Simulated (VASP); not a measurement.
# BaC2 (I4/mmm) in VASP: single point with LDA

Aim: the single point of BaC2 with LDA.

Program: VASP 6.6.1. These are calculated values, not measurements. Logs are shortened: lines on timing, memory, paths and dates and some standing lists are left out, and cuts for length are marked.

## (1) The structure

The structure is tetragonal, space group I4/mmm (No. 139). Conventional cell: a = 4.407 Å, b = 4.407 Å, c = 7.269 Å, α = 90.00°, β = 90.00°, γ = 90.00°. Around Ba (site symmetry 4/mmm) lie 10 C at 3.00 to 3.18 Å. C (site symmetry 4mm) is surrounded by 1 C at 1.26 Å.

The cell comes from a database or a generator and needn't be the stable form of this composition.

## (2) Single point, LDA

Contents of INCAR:

```
ALGO     = Normal         # electronic algorithm
EDIFF    = 1E-7           # SCF threshold, eV
ENCUT    = 520            # plane-wave cutoff, eV
GGA      = CA             # functional
ISIF     = 2              # what is computed and relaxed
ISMEAR   = 0              # smearing method
LASPH    = True           # aspherical terms in the spheres
LCHARG   = True           # write CHGCAR
LELF     = True           # ELF
LREAL    = False          # projectors in reciprocal space
LVHAR    = True         
LWAVE    = False          # write WAVECAR
NBANDS   = 16             # bands
NELM     = 100            # most SCF steps
PREC     = Accurate       # precision mode
SIGMA    = 0.1            # smearing width, eV
```

Contents of KPOINTS:

```
k-points
0
Gamma
  6 6 6
```

Contents of POSCAR:

```
BaC2
1.0
   -2.2035210000      2.2035210000      3.6344930000
    2.2035210000     -2.2035210000      3.6344930000
    2.2035210000      2.2035210000     -3.6344930000
Ba C
1 2
Direct
    0.0000000000      0.0000000000      0.0000000000
    0.5870080000      0.5870080000      0.0000000000
    0.4129920000      0.4129920000      0.0000000000
```

Potentials or basis: VASP PAW LDA potentials, release 64 (Ba_sv, C).

Launch:

```console
cat potpaw_LDA.64/Ba_sv/POTCAR potpaw_LDA.64/C/POTCAR > POTCAR
mpirun -np 1 vasp_std > vasp.out
```

OUTCAR:

```text
EDIFF = 1E-7
   ENCUT = 520
   GGA = CA
   ISIF = 2
   ISMEAR = 0
   LASPH = True
   LREAL = False
   NELM = 100
   PREC = Accurate

 ion  position               nearest neighbor table
   1  0.000  0.000  0.000-   2 3.00   3 3.00   2 3.18   3 3.18   2 3.18   2 3.18   2 3.18   3 3.18
                             3 3.18   3 3.18
   2  0.587  0.587  0.000-   3 1.26   1 3.00   1 3.18   1 3.18   1 3.18   1 3.18
   3  0.413  0.413  0.000-   2 1.26   1 3.00   1 3.18   1 3.18   1 3.18   1 3.18

  LATTYP: Found a body centered tetragonal cell.
 ALAT       =     4.4070420000
 C/A-ratio  =     1.6494024790

  Lattice vectors:

 A1 = (  -2.2035210000,   2.2035210000,   3.6344930000)
 A2 = (   2.2035210000,  -2.2035210000,   3.6344930000)
 A3 = (   2.2035210000,   2.2035210000,  -3.6344930000)

Analysis of symmetry for initial positions (statically):
=====================================================================
 Subroutine PRICEL returns:
 Original cell was already a primitive cell.

 Routine SETGRP: Setting up the symmetry group for a
 body centered tetragonal supercell.

 Subroutine GETGRP returns: Found 16 space group operations
 (whereof 16 operations were pure point group operations)
 out of a pool of 16 trial point group operations.

The static configuration has the point symmetry D_4h.

Analysis of symmetry for dynamics (positions and initial velocities):
=====================================================================
 Subroutine PRICEL returns:
 Original cell was already a primitive cell.

 Routine SETGRP: Setting up the symmetry group for a
 body centered tetragonal supercell.

 Subroutine GETGRP returns: Found 16 space group operations
 (whereof 16 operations were pure point group operations)
 out of a pool of 16 trial point group operations.

The dynamic configuration has the point symmetry D_4h.

 Subroutine INISYM returns: Found 16 space group operations
 (whereof 16 operations are pure point group operations),
 and found     1 'primitive' translations

----------------------------------------------------------------------------------------

                                     Primitive cell

  volume of cell :      70.5892

  direct lattice vectors                    reciprocal lattice vectors
    -2.203521000  2.203521000  3.634493000     0.000000000  0.226909569  0.137570770
     2.203521000 -2.203521000  3.634493000     0.226909569  0.000000000  0.137570770
[... 89 lines left out ...]
   EDIFFG = 0.1E-05   stopping-criterion for IOM
   NSW    =      0    number of steps for IOM
   IBRION =     -1    ionic relax: 0-MD 1-quasi-New 2-CG
   NFREE  =      0    steps in history (QN), initial steepest desc. (CG)
   ISIF   =      2    stress and relaxation
   ISYM   =      2    0-nonsym 1-usesym 2-fastsym
   POTIM  = 0.5000    time-step for ionic-motion
   TEBEG  =    0.0;   TEEND  =   0.0 temperature during run
   PSTRESS=    0.0 pullay stress
   NELECT =      18.0000    total number of electrons
   NUPDOWN=      -1.0000    fix difference up-down
   EMIN   =  10.00;   EMAX   =-10.00  energy-range for DOS
   EFERMI =   0.00;   METHOD = LEGACY
   ISMEAR =     0;   SIGMA  =   0.10  broadening in eV -4-tet -1-fermi 0-gaus
   EFERMI_NEDOS =   21; number of points for ismear=-14 and -15
   IALGO  =     38    algorithm
   IMIX   =      4    mixing-type and parameters
     AMIX     =   0.40;   BMIX     =  1.00
     AMIX_MAG =   1.60;   BMIX_MAG =  1.00
  volume/ion in A,a.u.               =      23.53       158.79
  Fermi-wavevector in a.u.,A,eV,Ry     =   1.038133  1.961787 14.663268  1.077720
  Thomas-Fermi vector in A             =   2.172603
   LORBIT       =      0    0 simple, 1 ext, 2 COOP (PROOUT), +10 PAW based schemes
   GGA     = CA    functional components
   LHFCALC =     F    Hartree Fock is set to
   AEXX    =    0.0000 exact exchange contribution
   IVDW    =     0    specifies the selected vdW correction
   LEPSILON=     F    determine dielectric tensor
   LRPA    =     F    only Hartree local field effects (RPA)
 non-spin polarized calculation
 Gauss-broadening in eV      SIGMA  =   0.10
  energy-cutoff  :      520.00
  volume of cell :       70.59
 maximum number of plane-waves:      1918
   NGX = 17   NGY = 17   NGZ = 17

 number of electron      17.9999999 magnetization

 Free energy of the ion-electron system (eV)
  ---------------------------------------------------
  ext. energy  EPLUGINS =         0.00000000
  ---------------------------------------------------
  free energy    TOTEN  =       -21.74158374 eV

  energy without entropy =      -21.74158374  energy(sigma->0) =      -21.74158374

 E-fermi :   0.6031     XC(G=0):  -8.8610

 val. band max:        0.1014846049   @ k =   0.5000   0.0000   0.0000
 cond. band min:       1.5522008091   @ k =   0.5000   0.5000   0.0000
 fundamental gap:      1.4507162042
 Fermi energy:         0.6030952297

 k-point     1 :       0.0000    0.0000    0.0000
  band No.  band energies     occupation
      1     -25.8448      2.00000
      2     -11.8138      2.00000
      3     -10.9551      2.00000
      4     -10.9551      2.00000
      5     -10.8674      2.00000
      6      -2.2602      2.00000
[... 433 lines left out ...]
      3     -11.0012      2.00000
      4     -10.9855      2.00000
      5     -10.7297      2.00000
      6      -3.1169      2.00000
[... 8 lines left out ...]
     15       7.2223      0.00000
     16       8.0072      0.00000

 [... further k-points ...]

------------------------ aborting loop because EDIFF is reached ----------------------------------------

  FORCE on cell =-STRESS in cart. coord.  units (eV):
  Direction    XX          YY          ZZ          XY          YZ          ZX
  --------------------------------------------------------------------------------------
  -------------------------------------------------------------------------------------
  Total       -1.3688625     -1.3688625     -2.0353110      0.0000000     -0.0000000      0.0000000
  in kB      -31.0693515    -31.0693515    -46.1958700      0.0000000     -0.0000000      0.0000000
  external PRESSURE =     -36.1115244 kB  Pullay stress =       0.0000000 kB

 VOLUME and BASIS-vectors are now :
 -----------------------------------------------------------------------------
  energy-cutoff  :      520.00
  volume of cell :       70.59
      direct lattice vectors                 reciprocal lattice vectors
    -2.203521000  2.203521000  3.634493000     0.000000000  0.226909569  0.137570770
     2.203521000 -2.203521000  3.634493000     0.226909569  0.000000000  0.137570770
     2.203521000  2.203521000 -3.634493000     0.226909569  0.226909569  0.000000000

 POSITION                                       TOTAL-FORCE (eV/Angst)
 -----------------------------------------------------------------------------------
      0.00000      0.00000      0.00000         0.000000      0.000000     -0.000000
      0.00000      0.00000      4.26695        -0.000000     -0.000000     -0.537194
      0.00000      0.00000      3.00203         0.000000      0.000000      0.537194
 -----------------------------------------------------------------------------------
    total drift:                                0.000000      0.000000      0.000000

  FREE ENERGIE OF THE ION-ELECTRON SYSTEM (eV)
  ---------------------------------------------------
  free  energy   TOTEN  =       -21.7415837394 eV

  energy  without entropy=      -21.7415837394  energy(sigma->0) =      -21.74158374
```

OSZICAR:

```text
N       E                     dE             d eps       ncg     rms          rms(c)
DAV:   1     0.774562995866E+02    0.77456E+02   -0.81801E+03   960   0.992E+02
DAV:   2    -0.197323630592E+02   -0.97189E+02   -0.89733E+02  1368   0.181E+02
DAV:   3    -0.250927090493E+02   -0.53603E+01   -0.53378E+01  1352   0.443E+01
DAV:   4    -0.251782728617E+02   -0.85564E-01   -0.85550E-01  1320   0.543E+00
DAV:   5    -0.251797382325E+02   -0.14654E-02   -0.14653E-02  1392   0.524E-01    0.879E+00
DAV:   6    -0.219507633991E+02    0.32290E+01   -0.66201E+00  1136   0.126E+01    0.434E+00
DAV:   7    -0.217553783397E+02    0.19539E+00   -0.14920E+00  1384   0.643E+00    0.186E+00
DAV:   8    -0.217507285907E+02    0.46497E-02   -0.19624E-01  1152   0.241E+00    0.531E-01
DAV:   9    -0.217411876625E+02    0.95409E-02   -0.37980E-02  1224   0.114E+00    0.100E-01
DAV:  10    -0.217415730610E+02   -0.38540E-03   -0.28561E-03  1184   0.315E-01    0.101E-01
DAV:  11    -0.217415840712E+02   -0.11010E-04   -0.26772E-04  1256   0.107E-01    0.146E-02
DAV:  12    -0.217415844049E+02   -0.33371E-06   -0.32663E-05  1144   0.357E-02    0.146E-02
DAV:  13    -0.217415837334E+02    0.67159E-06   -0.50475E-06  1320   0.141E-02    0.399E-03
DAV:  14    -0.217415837394E+02   -0.60415E-08   -0.47870E-07  1136   0.433E-03
   1 F= -.21741584E+02 E0= -.21741584E+02  d E =-.246033E-13
```

Wall time 20 s (1 thread of Intel Xeon 6975P-C (Granite Rapids), shared host); peak memory 0.18 GiB.

What came out:

```
Free energy            : -21.7416 eV
Pressure               : -3.6 GPa
Largest force          : 0.537 eV/Å
Band gap on the k mesh : 1.45 eV, indirect (least direct gap 2.17 eV)
```

Forces in eV/Å, atoms in the order of the input:
```
Ba   0.000  0.000  0.000
C    0.000  0.000 -0.537
C    0.000  0.000  0.537
```

Caveat: spin-orbit coupling is left out, which moves the levels of the heavy elements. Expect the measured gap to be larger: semilocal functionals such as LDA lack the derivative discontinuity.
